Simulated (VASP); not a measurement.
OSZICAR of a VASP run on KF (rock salt):

**OSZICAR**
```
       N       E                     dE             d eps       ncg     rms          rms(c)
DAV:   1     0.140278638342E+03    0.14028E+03   -0.91174E+03   696   0.154E+03
DAV:   2     0.513810401587E+01   -0.13514E+03   -0.12253E+03  1116   0.393E+02
DAV:   3    -0.172462958380E+01   -0.68627E+01   -0.68060E+01   892   0.823E+01
DAV:   4    -0.199192509045E+01   -0.26730E+00   -0.26683E+00  1120   0.181E+01
DAV:   5    -0.199433953452E+01   -0.24144E-02   -0.24142E-02   856   0.150E+00    0.803E+01
DAV:   6    -0.174619922437E+02   -0.15468E+02   -0.17890E+02   696   0.231E+02    0.302E+01
DAV:   7    -0.172844552010E+02    0.17754E+00   -0.26285E+00   840   0.178E+01    0.196E+01
DAV:   8    -0.170836125981E+02    0.20084E+00   -0.51454E-01   852   0.710E+00    0.123E+01
DAV:   9    -0.171459343728E+02   -0.62322E-01   -0.51939E-01  1084   0.981E+00    0.534E+00
DAV:  10    -0.172760648319E+02   -0.13013E+00   -0.20320E-01   868   0.608E+00    0.948E-01
DAV:  11    -0.172793474321E+02   -0.32826E-02   -0.11464E-01  1060   0.298E+00    0.743E-01
DAV:  12    -0.172813181962E+02   -0.19708E-02   -0.12024E-02   816   0.136E+00    0.639E-01
DAV:  13    -0.172813727834E+02   -0.54587E-04   -0.24323E-03   724   0.749E-01    0.306E-01
DAV:  14    -0.172835294916E+02   -0.21567E-02   -0.54449E-03  1012   0.761E-01    0.119E-01
DAV:  15    -0.172843301320E+02   -0.80064E-03   -0.33669E-04   856   0.309E-01    0.702E-02
DAV:  16    -0.172843617451E+02   -0.31613E-04   -0.57493E-05   776   0.103E-01    0.445E-02
DAV:  17    -0.172843812563E+02   -0.19511E-04   -0.19599E-04   908   0.110E-01    0.158E-02
DAV:  18    -0.172843841093E+02   -0.28530E-05   -0.94342E-06   736   0.395E-02    0.611E-03
DAV:  19    -0.172843843351E+02   -0.22576E-06   -0.98906E-07   524   0.134E-02
   1 F= -.17284384E+02 E0= -.17284384E+02  d E =-.172844E+02
       N       E                     dE             d eps       ncg     rms          rms(c)
DAV:   1    -0.173478140744E+02   -0.63430E-01   -0.12619E+00   796   0.128E+01    0.195E+00
DAV:   2    -0.172912165774E+02    0.56597E-01   -0.24661E-01   796   0.478E+00    0.477E-01
DAV:   3    -0.172878595596E+02    0.33570E-02   -0.11736E-02  1100   0.123E+00    0.397E-01
DAV:   4    -0.172874805141E+02    0.37905E-03   -0.47858E-03  1168   0.583E-01    0.294E-01
DAV:   5    -0.172849786883E+02    0.25018E-02   -0.22506E-03   792   0.478E-01    0.151E-01
DAV:   6    -0.172879163737E+02   -0.29377E-02   -0.25640E-03   732   0.458E-01    0.417E-02
DAV:   7    -0.172881446956E+02   -0.22832E-03   -0.26694E-04   868   0.142E-01    0.527E-03
DAV:   8    -0.172881503916E+02   -0.56960E-05   -0.22080E-05  1048   0.497E-02    0.452E-03
DAV:   9    -0.172881550229E+02   -0.46313E-05   -0.19932E-06   736   0.192E-02    0.171E-03
DAV:  10    -0.172881556359E+02   -0.61302E-06   -0.38888E-07   508   0.761E-03
   2 F= -.17288156E+02 E0= -.17288156E+02  d E =-.377130E-02
       N       E                     dE             d eps       ncg     rms          rms(c)
DAV:   1    -0.173151025321E+02   -0.26948E-01   -0.55416E-01   796   0.850E+00    0.129E+00
DAV:   2    -0.172901676869E+02    0.24935E-01   -0.10926E-01   796   0.318E+00    0.318E-01
DAV:   3    -0.172887045750E+02    0.14631E-02   -0.51992E-03  1104   0.808E-01    0.255E-01
DAV:   4    -0.172885139266E+02    0.19065E-03   -0.21284E-03  1164   0.389E-01    0.190E-01
DAV:   5    -0.172873967485E+02    0.11172E-02   -0.10115E-03   796   0.316E-01    0.979E-02
DAV:   6    -0.172887036034E+02   -0.13069E-02   -0.11496E-03   732   0.301E-01    0.281E-02
DAV:   7    -0.172887994440E+02   -0.95841E-04   -0.12037E-04   848   0.942E-02    0.340E-03
DAV:   8    -0.172888013264E+02   -0.18824E-05   -0.97279E-06  1084   0.323E-02    0.306E-03
DAV:   9    -0.172888033476E+02   -0.20212E-05   -0.70578E-07   512   0.121E-02    0.145E-03
DAV:  10    -0.172888036779E+02   -0.33028E-06   -0.21936E-07   484   0.574E-03
   3 F= -.17288804E+02 E0= -.17288804E+02  d E =-.441934E-02
```

Task: Which electronic solver shows in the log?

Result: It is blocked Davidson (ALGO = Normal, or the opening steps of other solvers). The INCAR had ALGO = Normal.

Task: Can the final energy be trusted as converged?

Result: The run converged. It stopped with EDIFF = 1E-6, NELM = 100, NSW = 60 and EDIFFG = -0.01 after 3 ionic steps (TPSS meta-GGA, plane waves, VASP's PBE PAW potentials (set 64)). Energy and stress use the plane-wave basis of the starting cell.

The compound is KF in the rock salt structure. This run relaxes it. Symmetry was kept, so distortions that lower it aren't found.
